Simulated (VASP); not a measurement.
An input for Ansatz (written as the equivalent of a VASP run, and not itself run):

Ansatz 0.2 input:
```yaml
crystal:
  lattice:
    - [0.0000000, 2.2797000, 2.2797000]
    - [2.2797000, 0.0000000, 2.2797000]
    - [2.2797000, 2.2797000, 0.0000000]
  atoms:
    - { symbol: Nb, position: [0.0000000, 0.0000000, 0.0000000] }
    - { symbol: C, position: [0.5000000, 0.5000000, 0.5000000] }
kpoints:
  mp_grid: { grid: [10, 10, 10] }
hamiltonian:
  xc: pbe
  pseudopotentials: { kind: paw }
scf:
  occupations: { method: methfessel_paxton, width: 0.1 }
  max_iter: 100
output: { forces: true, stress: true, eigenvalues: true }
```

Question: Translate this input to VASP (INCAR, KPOINTS, POSCAR, choice of POTCAR).

Answer: Several could match; the one computed here: 
File POSCAR:
```
NbC
2.27970
  0.0000000000   1.0000000000   1.0000000000
  1.0000000000   0.0000000000   1.0000000000
  1.0000000000   1.0000000000   0.0000000000
Nb C
1 1
Direct
  0.0000000000   0.0000000000   0.0000000000
  0.5000000000   0.5000000000   0.5000000000
```

### INCAR
```
ALGO  =  Normal
EDIFF  =  1E-6
ENCUT  =  520
GGA  =  PE
ISIF  =  2
ISMEAR  =  1
LASPH  =  T
LCHARG  =  F
LMAXMIX  =  4
LREAL  =  F
LWAVE  =  F
NELM  =  100
PREC  =  Accurate
SIGMA  =  0.1
SYSTEM  =  NbC
```

**KPOINTS**
```
Automatic mesh
0
Gamma
10 10 10
0 0 0
```

POTCAR, in this order: Nb_sv C (PBE.64 set). Program: vasp_std.

The two are equivalent in intent, not identical: each code has its own PAW files, so the cut-off isn't converted (ENCUT is set for VASP's; basis.ecutwfc is left out, and Ansatz then takes the one that its files recommend); Ansatz stops its SCF on the density residual and VASP on the energy change (EDIFF).

The compound is NbC in the rock salt structure. The cell was not relaxed at this level.
